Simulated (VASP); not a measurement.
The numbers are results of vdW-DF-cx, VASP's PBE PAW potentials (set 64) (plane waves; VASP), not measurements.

The input files of a VASP run:

**POSCAR**
```
SrTiO3
1
    3.9041648602    -0.0000000000     0.0000000000
   -0.0000000000     3.9041648602    -0.0000000000
    0.0000000000     0.0000000000     3.9041648602
Sr Ti O
1 1 3
Direct
  0.0000000000   0.0000000000   0.0000000000
  0.5000000000   0.5000000000   0.5000000000
  0.5000000000   0.0000000000   0.5000000000
  0.0000000000   0.5000000000   0.5000000000
  0.5000000000   0.5000000000   0.0000000000
```

KPOINTS:
```
k-points along high-symmetry lines
15
Line-mode
Reciprocal
  0.000000   0.000000   0.000000 ! GAMMA
  0.000000   0.500000   0.000000 ! X

  0.000000   0.500000   0.000000 ! X
  0.500000   0.500000   0.000000 ! M

  0.500000   0.500000   0.000000 ! M
  0.000000   0.000000   0.000000 ! GAMMA

  0.000000   0.000000   0.000000 ! GAMMA
  0.500000   0.500000   0.500000 ! R

  0.500000   0.500000   0.500000 ! R
  0.000000   0.500000   0.000000 ! X

  0.500000   0.500000   0.500000 ! R
  0.500000   0.500000   0.000000 ! M
```

**INCAR**
```
SYSTEM = SrTiO3
PREC = Accurate
ENCUT = 520
EDIFF = 1E-7
NELM = 100
ALGO = Normal
LREAL = .FALSE.
LASPH = .TRUE.
ISMEAR = 0
SIGMA = 0.05
GGA = CX
LUSE_VDW = .TRUE.
AGGAC = 0.0
LMAXMIX = 4
LWAVE = .FALSE.
LCHARG = .FALSE.
LORBIT = 11
ICHARG = 11
```

POTCAR, in this order: Sr_sv Ti_sv O (PBE.64 set). Program: vasp_std. Read from the step before: CHGCAR.

The resulting files:

OSZICAR:
```
       N       E                     dE             d eps       ncg     rms          rms(c)
DAV:   1     0.431335977676E+03    0.43134E+03   -0.22356E+04  4320   0.188E+03
DAV:   2     0.213729650085E+02   -0.40996E+03   -0.40297E+03  4784   0.497E+02
DAV:   3    -0.277053962106E+02   -0.49078E+02   -0.47419E+02  7040   0.145E+02
DAV:   4    -0.297019196290E+02   -0.19965E+01   -0.19955E+01  5472   0.287E+01
DAV:   5    -0.297737061299E+02   -0.71787E-01   -0.71785E-01  6296   0.449E+00
DAV:   6    -0.297746857182E+02   -0.97959E-03   -0.97958E-03  5656   0.531E-01
DAV:   7    -0.297747051226E+02   -0.19404E-04   -0.19404E-04  6280   0.709E-02
DAV:   8    -0.297747054942E+02   -0.37153E-06   -0.37151E-06  5752   0.867E-03
DAV:   9    -0.297747055041E+02   -0.99549E-08   -0.99837E-08  4200   0.128E-03
   1 F= -.29774706E+02 E0= -.29774706E+02  d E =-.235073E-29
```

### OUTCAR
```
 val. band max:        4.0447901124   @ k =   0.5000   0.5000   0.5000

 cond. band min:       5.8794581358   @ k =   0.0000   0.0000   0.0000



 k-point     1 :       0.0000    0.0000    0.0000
  band No.  band energies     occupation
      1     -52.1942      2.00000
      2     -28.6411      2.00000
      3     -28.5764      2.00000
      4     -28.5764      2.00000
      5     -28.5764      2.00000
      6     -13.2936      2.00000
      7     -12.3035      2.00000
      8     -12.3035      2.00000
      9     -10.6555      2.00000
     10     -10.6555      2.00000
     11     -10.6555      2.00000
     12       1.2136      2.00000
     13       1.2136      2.00000
     14       1.2136      2.00000
     15       2.8638      2.00000
     16       2.8638      2.00000
     17       2.8638      2.00000
     18       3.6918      2.00000
     19       3.6918      2.00000
     20       3.6918      2.00000
     21       5.8795      0.00000
     22       5.8795      0.00000
     23       5.8795      0.00000
     24       8.3563      0.00000

 k-point     2 :       0.0000    0.0357    0.0000
  band No.  band energies     occupation
      1     -52.1942      2.00000
      2     -28.6434      2.00000
      3     -28.5764      2.00000
      4     -28.5764      2.00000
      5     -28.5748      2.00000
      6     -13.2937      2.00000
      7     -12.3053      2.00000
      8     -12.3031      2.00000
      9     -10.6549      2.00000
     10     -10.6549      2.00000
     11     -10.6457      2.00000
     12       1.1963      2.00000
     13       1.2126      2.00000
     14       1.2126      2.00000
     15       2.8457      2.00000
     16       2.8457      2.00000
     17       2.8514      2.00000
     18       3.6468      2.00000
     19       3.6814      2.00000
     20       3.6814      2.00000
     21       5.8815      0.00000
     22       5.9121      0.00000
     23       5.9121      0.00000
     24       8.3576      0.00000

...
```

The density is held fixed in this step, so its total energy and stress have no physical meaning.

The compound is SrTiO3 in the cubic perovskite structure, the ideal cubic form; the compound distorts at low or room temperature. It was relaxed first.
